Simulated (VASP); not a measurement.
Output of a VASP run:

### OUTCAR
```
 ion  position               nearest neighbor table
   1  0.500  0.500  0.500-   2 2.48   2 2.48   2 2.48   2 2.48   2 2.48   2 2.48   2 2.48   2 2.48
  LATTYP: Found a simple cubic cell.
 ALAT       =     2.8672582382
 Subroutine PRICEL returns:
 Original cell was already a primitive cell.
 Subroutine GETGRP returns: Found 48 space group operations
The static configuration has the point symmetry O_h .
The dynamic configuration has the point symmetry O_h .
 Subroutine INISYM returns: Found 48 space group operations
 Subroutine IBZKPT returns following result:
 Found     56 irreducible k-points:

 Following reciprocal coordinates:
            Coordinates               Weight
  0.000000  0.000000  0.000000      1.000000
  0.090909  0.000000  0.000000      6.000000
  0.181818  0.000000  0.000000      6.000000
  0.272727  0.000000  0.000000      6.000000
  0.363636  0.000000  0.000000      6.000000
  0.454545  0.000000  0.000000      6.000000
  0.090909  0.090909  0.000000     12.000000
  0.181818  0.090909  0.000000     24.000000
  0.272727  0.090909  0.000000     24.000000
  0.363636  0.090909  0.000000     24.000000
  0.454545  0.090909  0.000000     24.000000
  0.181818  0.181818  0.000000     12.000000
  0.272727  0.181818  0.000000     24.000000
  0.363636  0.181818  0.000000     24.000000
  0.454545  0.181818  0.000000     24.000000
  0.272727  0.272727  0.000000     12.000000
  0.363636  0.272727  0.000000     24.000000
  0.454545  0.272727  0.000000     24.000000
  0.363636  0.363636  0.000000     12.000000
  0.454545  0.363636  0.000000     24.000000
  0.454545  0.454545  0.000000     12.000000
  0.090909  0.090909  0.090909      8.000000
  0.181818  0.090909  0.090909     24.000000
  0.272727  0.090909  0.090909     24.000000
  0.363636  0.090909  0.090909     24.000000
  0.454545  0.090909  0.090909     24.000000
  0.181818  0.181818  0.090909     24.000000
  0.272727  0.181818  0.090909     48.000000
  0.363636  0.181818  0.090909     48.000000
  0.454545  0.181818  0.090909     48.000000
  0.272727  0.272727  0.090909     24.000000
  0.363636  0.272727  0.090909     48.000000
  0.454545  0.272727  0.090909     48.000000
  0.363636  0.363636  0.090909     24.000000
  0.454545  0.363636  0.090909     48.000000
  0.454545  0.454545  0.090909     24.000000
  0.181818  0.181818  0.181818      8.000000
  0.272727  0.181818  0.181818     24.000000
  0.363636  0.181818  0.181818     24.000000
  0.454545  0.181818  0.181818     24.000000
   k-points           NKPTS =     56   k-points in BZ     NKDIM =     56   number of bands    NBANDS=      9
   number of dos      NEDOS =    301   number of ions     NIONS =      2
   total plane-waves  NPLWV =   8000
   dimension x,y,z NGX =    20 NGY =   20 NGZ =   20
   dimension x,y,z NGXF=    40 NGYF=   40 NGZF=   40
   ions per type =               1   1
   PREC   = accura    normal or accurate (medium, high low for compatibility)
   ISTART =      0    job   : 0-new  1-cont  2-samecut
   ICHARG =      2    charge: 1-file 2-atom 10-const
   ISPIN  =      1    spin polarized calculation?
   LNONCOLLINEAR =      F non collinear calculations
   LSORBIT =      F    spin-orbit coupling
   INIWAV =      1    electr: 0-lowe 1-rand  2-diag
   ENCUT  =  400.0 eV  29.40 Ry    5.42 a.u.   4.68  4.68  4.68*2*pi/ulx,y,z
   NELM   =    100;   NELMIN=  2; NELMDL= -5     # of ELM steps
   EDIFF  = 0.1E-05   stopping-criterion for ELM
   LREAL  =      F    real-space projection
   NLSPLINE    = F    spline interpolate recip. space projectors
   LMAXMIX     =    4 max onsite mixed and CHGCAR
   VOSKOWN=      0    Vosko Wilk Nusair interpolation
   EDIFFG = -.1E-01   stopping-criterion for IOM
   NSW    =     60    number of steps for IOM
   NBLOCK =      1;   KBLOCK =     60    inner block; outer block
   IBRION =      2    ionic relax: 0-MD 1-quasi-New 2-CG
   NFREE  =      1    steps in history (QN), initial steepest desc. (CG)
...
```

**OSZICAR**
```
       N       E                     dE             d eps       ncg     rms          rms(c)
DAV:   1     0.267959183320E+02    0.26796E+02   -0.42980E+03  1008   0.100E+03
DAV:   2    -0.135731609100E+02   -0.40369E+02   -0.38872E+02  1010   0.172E+02
DAV:   3    -0.145731157113E+02   -0.99995E+00   -0.99012E+00  1227   0.357E+01
DAV:   4    -0.145904932894E+02   -0.17378E-01   -0.17303E-01  1283   0.416E+00
DAV:   5    -0.145908844861E+02   -0.39120E-03   -0.39113E-03  1242   0.555E-01    0.138E+01
DAV:   6    -0.165393786111E+02   -0.19485E+01   -0.74328E+01  1140   0.134E+02    0.181E+01
DAV:   7    -0.126562262186E+02    0.38832E+01   -0.37047E+01  1133   0.836E+01    0.253E+00
DAV:   8    -0.126234263237E+02    0.32800E-01   -0.21812E-01  1140   0.583E+00    0.144E+00
DAV:   9    -0.126095527442E+02    0.13874E-01   -0.45540E-02  1205   0.329E+00    0.358E-01
DAV:  10    -0.126091766569E+02    0.37609E-03   -0.93277E-04  1250   0.412E-01    0.159E-01
DAV:  11    -0.126091656940E+02    0.10963E-04   -0.18695E-05  1093   0.476E-02    0.127E-02
DAV:  12    -0.126091648774E+02    0.81668E-06   -0.45717E-06  1047   0.279E-02
   1 F= -.12609165E+02 E0= -.12609234E+02  d E =-.126092E+02
```

File OUTCAR:
```
------------------------ aborting loop because EDIFF is reached ----------------------------------------
  FORCE on cell =-STRESS in cart. coord.  units (eV):
  Direction    XX          YY          ZZ          XY          YZ          ZX
  --------------------------------------------------------------------------------------
  Total        0.0059079      0.0059079      0.0059079      0.0000000      0.0000000      0.0000000
  in kB        0.4015551      0.4015551      0.4015551      0.0000000      0.0000000      0.0000000
  external PRESSURE =       0.4015551 kB  Pullay stress =       0.0000000 kB
  volume of cell :       23.57
      direct lattice vectors                 reciprocal lattice vectors
     2.867258238  0.000000000  0.000000000     0.348765237  0.000000000  0.000000000
     0.000000000  2.867258238  0.000000000     0.000000000  0.348765237  0.000000000
     0.000000000  0.000000000  2.867258238     0.000000000  0.000000000  0.348765237
 POSITION                                       TOTAL-FORCE (eV/Angst)
 -----------------------------------------------------------------------------------
      1.43363      1.43363      1.43363         0.000000      0.000000      0.000000
      0.00000      0.00000      0.00000         0.000000      0.000000      0.000000
 -----------------------------------------------------------------------------------
    total drift:                               -0.000000      0.000000     -0.000000
  FREE ENERGIE OF THE ION-ELECTRON SYSTEM (eV)
  ---------------------------------------------------
  free  energy   TOTEN  =       -12.6091648774 eV

  energy  without entropy=      -12.6093731026  energy(sigma->0) =      -12.60923429

 reached required accuracy - stopping structural energy minimisation
```
(Selected blocks of OUTCAR.)

### POSCAR
```
FeAl
1
    2.8672582382    -0.0000000000     0.0000000000
    0.0000000000     2.8672582382     0.0000000000
   -0.0000000000    -0.0000000000     2.8672582382
Al Fe
1 1
Direct
  0.5000000000   0.5000000000   0.5000000000
  0.0000000000   0.0000000000   0.0000000000
```

**Question.** Write an INCAR and KPOINTS that could have produced this output.

**Answer.** Several could match; the one computed here: the input of the run itself, PBE GGA, plane waves, VASP's PBE PAW potentials (set 64).

### KPOINTS
```
Automatic mesh
0
Gamma
11 11 11
0 0 0
```

### INCAR
```
SYSTEM = FeAl
PREC = Accurate; ENCUT = 400; LREAL = .FALSE.
LASPH = .TRUE.
EDIFF = 1E-6; NELM = 100; ALGO = Normal
LMAXMIX = 4
ISMEAR = 1; SIGMA = 0.1
GGA = PE
IBRION = 2; NSW = 60; ISIF = 3
EDIFFG = -0.01
LWAVE = .FALSE.; LCHARG = .FALSE.
```

POTCAR, in this order: Al Fe (PBE.64 set). Program: vasp_std.

The compound is FeAl in the CsCl type structure. It was relaxed first. The start is the result of an earlier pass. The run is not spin-polarised, so no magnetic state was tried. The electron count is odd and the run is not spin-polarised, which forces a metal.
